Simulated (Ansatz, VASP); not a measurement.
# Si2MoN4 (MoSi2N4 bilayer, AB): VASP beside Ansatz, part 2 of 2

Aim: how closely do two programs agree when they are given the same cell, functional and k mesh? The structure shown is the start of the Ansatz relaxation below; VASP solves that cell, so the two are compared at the walk's first step.

VASP 6.6.1 and Ansatz 0.2.0.

So far: The starting structure; Ansatz: relaxation, PBE with D3(BJ).

### 3. VASP: single point, PBE with D3(BJ), start cell

Level of this step: PBE with D3(BJ), no spin polarisation; plane waves and PAW (N, Si, Mo_sv) (VASP).

The same cell, functional, mesh and smearing now go to VASP, with its own data sets.

Lines of VASP's logs that name or quote its potential files are left out, and so is its time.

Input file INCAR:

```
SYSTEM = Si2MoN4
PREC = Accurate
ENCUT = 520
EDIFF = 1E-06
NELM = 120
ISMEAR = -1
SIGMA = 0.05
LREAL = .FALSE.
ALGO = Normal
GGA = PE
IVDW = 12
NBANDS = 56
LASPH = .TRUE.
LORBIT = 11
LWAVE = .FALSE.
LCHARG = .FALSE.
ISIF = 2
LDIPOL = .TRUE.
IDIPOL = 3
DIPOL = 0.5 0.5 0.303
LVHAR = .TRUE.
GGA_COMPAT = .FALSE.
EFERMI = MIDGAP
NELMDL = -8
KPAR = 4
```

Input file POSCAR:

```
Si2MoN4
1.0
    2.9200000000      0.0000000000      0.0000000000
   -1.4600000000      2.5287940000      0.0000000000
    0.0000000000      0.0000000000     57.6471620000
N Si Mo
8 4 2
Direct
    0.0000000000      0.0000000000      0.1561221696
    0.3333333992      0.6666667985      0.1946224517
    0.3333333992      0.6666667985      0.2366527254
    0.0000000000      0.0000000000      0.2751530249
    0.3333333992      0.6666667985      0.3306631296
    0.6666666008      0.3333332015      0.3691634117
    0.6666666008      0.3333332015      0.4111936855
    0.3333333992      0.6666667985      0.4496939676
    0.3333333992      0.6666667985      0.1642653631
    0.3333333992      0.6666667985      0.2670098139
    0.6666666008      0.3333332015      0.3388063232
    0.6666666008      0.3333332015      0.4415507740
    0.0000000000      0.0000000000      0.2156375885
    0.3333333992      0.6666667985      0.3901785486
```

Input file KPOINTS:

```
Automatic mesh
0
Gamma
12 12 1
0 0 0
```

The projector-augmented-wave data sets are N, Si and Mo_sv (PBE family, release 64).

The run is started by

```sh
mpirun -np 4 vasp_std
```

Numbers of over 12 decimals in the logs are rounded to 6 here.

Log:

```text
[banner, memory and clock lines left out]
running    4 mpi-ranks, on    1 nodes
 distrk:  each k-point on    1 cores,    4 groups
 distr:  one band on    1 cores,    1 groups

 POSCAR found type information on POSCAR N SiMo
 POSCAR found :  3 types and      14 ions
 LDA part: xc-table for (Slater+PW92), standard interpolation
|                                                                             |
|           W    W    AA    RRRRR   N    N  II  N    N   GGGG   !!!           |
|           W    W   A  A   R    R  NN   N  II  NN   N  G    G  !!!           |
|           W    W  A    A  R    R  N N  N  II  N N  N  G       !!!           |
|           W WW W  AAAAAA  RRRRR   N  N N  II  N  N N  G  GGG   !            |
|           WW  WW  A    A  R   R   N   NN  II  N   NN  G    G                |
|           W    W  A    A  R    R  N    N  II  N    N   GGGG   !!!           |
|                                                                             |
|     One of the lattice vectors is very long (>50 A), but AMIN is rather     |
|     large. This can spoil convergence since charge sloshing might occur     |
|     along the long lattice vector. If problems with convergence are         |
|     observed, try to decrease AMIN to a smaller value (e.g. 0.01).          |
|     Note: This warning only applies if the self-consistency cycle is        |
|     used.                                                                   |
|                                                                             |

 POSCAR, INCAR and KPOINTS ok, starting setup
 FFT: planning ... GRIDC
 FFT: planning ... GRID_SOFT
 FFT: planning ... GRID
 WAVECAR not read
 entering main loop
       N       E                     dE             d eps       ncg     rms          rms(c)
DAV:   1     0.754634296340E+03    0.75463E+03   -0.42057E+04  2464   0.126E+03
DAV:   2    -0.601407802312E+02   -0.81478E+03   -0.79137E+03  2848   0.330E+02
DAV:   3    -0.140057445404E+03   -0.79917E+02   -0.78998E+02  2520   0.103E+02
DAV:   4    -0.142805591856E+03   -0.27481E+01   -0.27328E+01  2752   0.212E+01
DAV:   5    -0.142892916868E+03   -0.87325E-01   -0.87191E-01  2592   0.335E+00
DAV:   6    -0.142896946558E+03   -0.40297E-02   -0.40289E-02  2848   0.733E-01
DAV:   7    -0.142897082658E+03   -0.13610E-03   -0.13609E-03  2672   0.124E-01
DAV:   8    -0.142897088007E+03   -0.53484E-05   -0.53479E-05  2592   0.239E-02    0.571E+01
DAV:   9    -0.124208031898E+03    0.18689E+02   -0.85739E+01  2392   0.410E+01    0.141E+01
DAV:  10    -0.123477275346E+03    0.73076E+00   -0.11856E+01  2464   0.186E+01    0.145E+01
DAV:  11    -0.122930016124E+03    0.54726E+00   -0.10894E+00  2440   0.669E+00    0.369E+00
DAV:  12    -0.122920657612E+03    0.93585E-02   -0.28334E-01  2808   0.243E+00    0.866E-01
DAV:  13    -0.122918910836E+03    0.17468E-02   -0.30965E-02  2512   0.923E-01    0.514E-01
DAV:  14    -0.122917574306E+03    0.13365E-02   -0.82837E-03  2584   0.373E-01    0.194E-01
[...]
DAV:  23    -0.122917656104E+03   -0.70641E-04   -0.24146E-06  2000   0.431E-03    0.137E-03
DAV:  24    -0.122917692779E+03   -0.36675E-04   -0.64935E-07  1792   0.258E-03    0.148E-03
DAV:  25    -0.122917713994E+03   -0.21215E-04   -0.37085E-07  1736   0.182E-03    0.107E-03
DAV:  26    -0.122917731653E+03   -0.17659E-04   -0.35956E-07  1720   0.165E-03    0.478E-04
DAV:  27    -0.122917739060E+03   -0.74070E-05   -0.11905E-07  1624   0.883E-04    0.231E-04
DAV:  28    -0.122917742992E+03   -0.39323E-05   -0.70494E-08  1560   0.660E-04    0.195E-04
DAV:  29    -0.122917744765E+03   -0.17725E-05   -0.38388E-08  1600   0.433E-04    0.146E-04
DAV:  30    -0.122917745708E+03   -0.94330E-06   -0.17975E-08  1544   0.335E-04
   1 F= -.12681484E+03 E0= -.12681484E+03  d E =-.278578E-07
```

Parts of OUTCAR (step 3):

```text
ion  position               nearest neighbor table
   1  0.000  0.000  0.156-   9 1.75   9 1.75   9 1.75
   2  0.333  0.667  0.195-   9 1.75  13 2.08  13 2.08  13 2.08
   3  0.333  0.667  0.237-  10 1.75  13 2.08  13 2.08  13 2.08
   4  0.000  0.000  0.275-  10 1.75  10 1.75  10 1.75
   5  0.333  0.667  0.331-  11 1.75  11 1.75  11 1.75
   6  0.667  0.333  0.369-  11 1.75  14 2.08  14 2.08  14 2.08
   7  0.667  0.333  0.411-  12 1.75  14 2.08  14 2.08  14 2.08
   8  0.333  0.667  0.450-  12 1.75  12 1.75  12 1.75
   9  0.333  0.667  0.164-   1 1.75   1 1.75   2 1.75   1 1.75
  10  0.333  0.667  0.267-   3 1.75   4 1.75   4 1.75   4 1.75
  11  0.667  0.333  0.339-   5 1.75   6 1.75   5 1.75   5 1.75
  12  0.667  0.333  0.442-   8 1.75   7 1.75   8 1.75   8 1.75
  13  0.000  0.000  0.216-   2 2.08   2 2.08   3 2.08   3 2.08   2 2.08   3 2.08
  14  0.333  0.667  0.390-   6 2.08   7 2.08   6 2.08   7 2.08   6 2.08   7 2.08

  LATTYP: Found a hexagonal cell.
 ALAT       =     2.9200000000
 C/A-ratio  =    19.7421787671

 Subroutine GETGRP returns: Found  6 space group operations
 (whereof  6 operations were pure point group operations)

The static configuration has the point symmetry C_3v.

 Found     19 irreducible k-points:

   k-points           NKPTS =     19   k-points in BZ     NKDIM =     19   number of bands    NBANDS=     56

   dimension x,y,z NGX =    24 NGY =   24 NGZ =  432
   dimension x,y,z NGXF=    48 NGYF=   48 NGZF=  864

   ENCUT  =  520.0 eV  38.22 Ry    6.18 a.u.   5.43  5.43107.19*2*pi/ulx,y,z

   NELECT =      84.0000    total number of electrons

 k-points in reciprocal lattice and weights: Automatic mesh
   0.00000000  0.00000000  0.00000000       0.007
   0.08333333 -0.00000000  0.00000000       0.042
   0.16666667  0.00000000  0.00000000       0.042
   0.25000000  0.00000000  0.00000000       0.042
   0.33333333  0.00000000  0.00000000       0.042
   0.41666667  0.00000000  0.00000000       0.042
   0.50000000  0.00000000  0.00000000       0.021
   0.08333333  0.08333333  0.00000000       0.042
   0.16666667  0.08333333  0.00000000       0.083
[...]
0.33333333  0.25000000  0.00000000       0.083
   0.33333333  0.33333333  0.00000000       0.014

 dipolmoment           0.000000      0.000000     -0.003787 electrons x Angstroem

 average (electrostatic) potential at core
       1 -69.2686       2 -68.8531       3 -68.8535       4 -69.2722       5 -69.3621
       6 -68.9463       7 -68.9460       8 -69.3614       9 -90.6033      10 -90.6132
      11 -90.6995      12 -90.6961      13 -82.2466      14 -82.3395

 E-fermi :   0.5495

 k-point     1 :       0.0000    0.0000    0.0000
  band No.  band energies     occupation
    ...
     38      -2.9142      2.00000
     39      -2.7595      2.00000
     40      -2.3971      2.00000
     41      -0.2745      2.00000
     42      -0.1659      2.00000
     43       2.6373      0.00000
     44       2.6373      0.00000
     45       2.7225      0.00000
     46       2.7225      0.00000
     47       2.7298      0.00000
    ...

 k-point     2 :       0.0833   -0.0000    0.0000
  band No.  band energies     occupation
    ...
     38      -3.0528      2.00000
     39      -2.5324      2.00000
     40      -2.3024      2.00000
     41      -0.3638      2.00000
     42      -0.2664      2.00000
     43       2.4200      0.00000
     44       2.5234      0.00000
     45       2.6041      0.00000
     46       2.6063      0.00000
     47       2.6988      0.00000
    ...

 k-point     3 :       0.1667    0.0000    0.0000
  band No.  band energies     occupation
    ...
     38      -3.2227      2.00000
     39      -2.5258      2.00000
     40      -2.3554      2.00000
     41      -0.7692      2.00000
     42      -0.6766      2.00000
     43       2.3411      0.00000
     44       2.4608      0.00000
     45       2.5313      0.00000
     46       2.6232      0.00000
     47       2.6239      0.00000
    ...

 Edisp (eV)   -3.89710

  Total      -4.55583    -4.55583     6.88742    -0.00000     0.00000     0.00000
  in kB     -17.14762   -17.14762    25.92345    -0.00000     0.00000     0.00000
  external pressure =       -2.79 kB  Pullay stress =        0.00 kB

  energy-cutoff  :      520.00
  volume of cell :      425.67
      direct lattice vectors                 reciprocal lattice vectors
     2.920000000  0.000000000  0.000000000     0.342465753  0.197722709  0.000000000
    -1.460000000  2.528794000  0.000000000     0.000000000  0.395445418  0.000000000
     0.000000000  0.000000000 57.647162000     0.000000000  0.000000000  0.017346908

 POSITION                                       TOTAL-FORCE (eV/Angst)
 -----------------------------------------------------------------------------------
      0.00000      0.00000      9.00000        -0.000000     -0.000000     -0.681794
     -0.00000      1.68586     11.21943        -0.000000     -0.000000     -0.750337
     -0.00000      1.68586     13.64236        -0.000000     -0.000000      0.763189
      0.00000      0.00000     15.86179        -0.000000     -0.000000      0.663506
     -0.00000      1.68586     19.06179        -0.000000     -0.000000     -0.676115
      1.46000      0.84293     21.28122         0.000000     -0.000000     -0.762153
      1.46000      0.84293     23.70415         0.000000      0.000000      0.751056
     -0.00000      1.68586     25.92358        -0.000000      0.000000      0.681858
     -0.00000      1.68586      9.46943        -0.000000     -0.000000      0.463407
     -0.00000      1.68586     15.39236        -0.000000     -0.000000     -0.386135
      1.46000      0.84293     19.53122        -0.000000     -0.000000      0.400522
      1.46000      0.84293     25.45415        -0.000000     -0.000000     -0.463236
      0.00000      0.00000     12.43089        -0.000000     -0.000000      0.012581
     -0.00000      1.68586     22.49269         0.000000     -0.000000     -0.016349
 -----------------------------------------------------------------------------------
    total drift:                                0.000001     -0.001013     -0.000900

  FREE ENERGIE OF THE ION-ELECTRON SYSTEM (eV)
  ---------------------------------------------------
  free  energy   TOTEN  =      -126.8148447416 eV

  energy  without entropy=     -126.8148447137  energy(sigma->0) =     -126.81484473

 vacuum level on the upper side and lower side of the slab         4.641         4.734

 total charge
# of ion       s       p       d       tot
------------------------------------------
    1        1.222   2.688   0.000   3.910
    2        1.245   2.575   0.000   3.820
    3        1.245   2.575   0.000   3.820
    4        1.222   2.690   0.000   3.912
    5        1.222   2.689   0.000   3.911
    6        1.246   2.575   0.000   3.820
    7        1.245   2.575   0.000   3.820
    8        1.222   2.688   0.000   3.910
    9        0.679   0.967   0.000   1.646
   10        0.679   0.967   0.000   1.646
   11        0.679   0.967   0.000   1.646
   12        0.679   0.967   0.000   1.646
   13        2.320   6.296   3.946  12.563
   14        2.320   6.296   3.946  12.563
--------------------------------------------------
tot         17.226  37.516   7.892  62.634

[... 3 further parts left out ...]
```

This run has no spin polarisation, so a moment on Mo, if there is one, isn't seen.

### 4. Differences

Known differences besides the potentials themselves: Ansatz cuts the interaction across the vacuum, VASP repeats the sheet with a dipole correction; Ansatz takes its cutoff from its data sets, VASP runs at 520 eV. Total energies have different zeros and are not compared.

Forces on 7 of the 14 atoms, those with the largest forces and the largest differences (eV/Å; atoms numbered as in POSCAR):

```csv
atom,"Ansatz x, y, z","VASP x, y, z"
N1,"0.000, 0.000, -0.697","0.000, 0.000, -0.682"
N2,"0.000, 0.000, -0.716","0.000, 0.000, -0.750"
N3,"0.000, 0.000, 0.728","0.000, 0.000, 0.763"
N5,"0.000, 0.000, -0.692","0.000, 0.000, -0.676"
N6,"0.000, 0.000, -0.728","0.000, 0.000, -0.762"
N7,"0.000, 0.000, 0.716","0.000, 0.000, 0.751"
N8,"0.000, 0.000, 0.697","0.000, 0.000, 0.682"
```

The forces differ by 12 meV/Å r.m.s., which is 3.7 % of the r.m.s. force of 0.340 eV/Å (both taken over all components). With vacuum in the cell, a pressure given here is an average over mostly empty space and none of the material.

### 5. What came out

```yaml
r_m_s_force_difference_single_point_pbe_with_d3_bj_start_cell: 3.7 % of the r.m.s. force
```

In words: The r.m.s. force difference is 3.7 % of the r.m.s. force (single point, PBE with D3(BJ), start cell), beyond the 3 % picked in this series as the mark of a large difference. What causes the difference of the single point, PBE with D3(BJ), start cell pair stays open here. 1 further run of this series is not shown here. How closely two codes agree says nothing of how well the functional describes the real material.

[Lines on the potential files, build, host, timing and source positions are cut from VASP's logs without a mark.]

[Logs are printed without paths, hosts, clocks, repeated set-up lines and the standing remarks that a program may print on its own settings, such as how far it seeks lower states.]

[Hosts, paths, dates, database ids (printed as entryN), source tags and the programs' standing remarks are cut or masked in the printed files.]
